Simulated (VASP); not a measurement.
Output of a VASP run:

**OSZICAR**
```
       N       E                     dE             d eps       ncg     rms          rms(c)
DAV:   1     0.119039469950E+03    0.11904E+03   -0.97995E+03  3276   0.172E+03
DAV:   2    -0.269180813593E+01   -0.12173E+03   -0.11603E+03  3220   0.298E+02
DAV:   3    -0.674947861066E+01   -0.40577E+01   -0.40263E+01  3963   0.674E+01
DAV:   4    -0.679069912913E+01   -0.41221E-01   -0.41213E-01  3691   0.574E+00
DAV:   5    -0.679193654734E+01   -0.12374E-02   -0.12374E-02  4569   0.110E+00    0.854E+00
DAV:   6    -0.613008058555E+01    0.66186E+00   -0.28125E+00  3713   0.330E+01    0.479E+00
DAV:   7    -0.611355772423E+01    0.16523E-01   -0.54239E-01  4046   0.320E+01    0.395E+00
DAV:   8    -0.608188606890E+01    0.31672E-01   -0.16583E-01  3697   0.148E+01    0.210E+00
DAV:   9    -0.607815290224E+01    0.37332E-02   -0.65845E-03  4693   0.137E+00    0.842E-02
DAV:  10    -0.607813145538E+01    0.21447E-04   -0.20285E-04  4505   0.362E-01    0.428E-02
DAV:  11    -0.607813553617E+01   -0.40808E-05   -0.25082E-05  4626   0.705E-02    0.105E-02
DAV:  12    -0.607813483204E+01    0.70413E-06   -0.49857E-07  2303   0.187E-02
   1 F= -.60781348E+01 E0= -.60783613E+01  d E =0.679431E-03
```

### OUTCAR
```
------------------------ aborting loop because EDIFF is reached ----------------------------------------
  FORCE on cell =-STRESS in cart. coord.  units (eV):
  Direction    XX          YY          ZZ          XY          YZ          ZX
  --------------------------------------------------------------------------------------
  Total       -0.5827560     -0.5827560     -0.6080685      0.0000000     -0.0000000     -0.0000000
  in kB      -30.5783956    -30.5783956    -31.9065921      0.0000000     -0.0000000     -0.0000000
  external PRESSURE =     -31.0211278 kB  Pullay stress =       0.0000000 kB
  volume of cell :       30.53
      direct lattice vectors                 reciprocal lattice vectors
     2.856000000  0.000000000  0.000000000     0.350140056  0.000000000  0.000000000
     0.000000000  2.856000000  0.000000000     0.000000000  0.350140056  0.000000000
     0.000000000  0.000000000  3.743400000     0.000000000  0.000000000  0.267136827
 POSITION                                       TOTAL-FORCE (eV/Angst)
 -----------------------------------------------------------------------------------
      0.00000      0.00000      0.00000         0.000000      0.000000      0.000000
      1.42800      1.42800      1.87170         0.000000      0.000000      0.000000
 -----------------------------------------------------------------------------------
    total drift:                               -0.000000      0.000000      0.000000
  FREE ENERGIE OF THE ION-ELECTRON SYSTEM (eV)
  ---------------------------------------------------
  free  energy   TOTEN  =        -6.0781348320 eV

  energy  without entropy=       -6.0788142630  energy(sigma->0) =       -6.07836131

 total charge

# of ion       s       p       d       tot
------------------------------------------
    1        0.353   0.271   9.324   9.948
    2        0.595   0.372   8.698   9.665
--------------------------------------------------
tot          0.948   0.642  18.022  19.613
```
(Selected blocks of OUTCAR.)

POSCAR:
```
CuAu
1
    2.8560000000     0.0000000000     0.0000000000
    0.0000000000     2.8560000000     0.0000000000
    0.0000000000     0.0000000000     3.7434000000
Cu Au
1 1
Direct
  0.0000000000   0.0000000000   0.0000000000
  0.5000000000   0.5000000000   0.5000000000
```

Question: Write an INCAR and KPOINTS that could have produced this output.

Answer: This is not unique; one that fits is the input of the run itself, PBE GGA + U (Dudarev), plane waves, VASP's PBE PAW potentials (set 64).

### INCAR
```
! general
SYSTEM   =CuAu
PREC     =Accurate
ENCUT    =400   ! plane-wave cut-off (eV)
LREAL    =.FALSE.
LASPH    =.TRUE.

! electronic loop
EDIFF    =1E-6   ! SCF stop (eV)
NELM     =100   ! most electronic steps
ALGO     =Normal
LMAXMIX  =6   ! l cut-off of mixed one-centre charges

! smearing
ISMEAR   =1   ! Methfessel-Paxton
SIGMA    =0.1

! functional
GGA      =PE   ! PBE

! DFT+U
LDAU     =.TRUE.
LDAUTYPE =2
LDAUL    =2 -1
LDAUU    =3.0 0
LDAUJ    =0 0
LDAUPRINT=1

! ions
ISIF     =2

! output
LWAVE    =.FALSE.
LCHARG   =.FALSE.
LORBIT   =10
```

**KPOINTS**
```
K-points
0
gamma
  11 11 9
0 0 0
```

POTCAR, in this order: Cu Au (PBE.64 set). Program: vasp_std.

The compound is CuAu in the L1_0 structure. The cell was not relaxed at this level. The run is one of a series of settings (LDAU = .TRUE., LDAUJ = 0 0, LDAUL = 2 -1, LDAUTYPE = 2, LDAUU = 3.0 0 against the base run), some of them coarse on purpose.
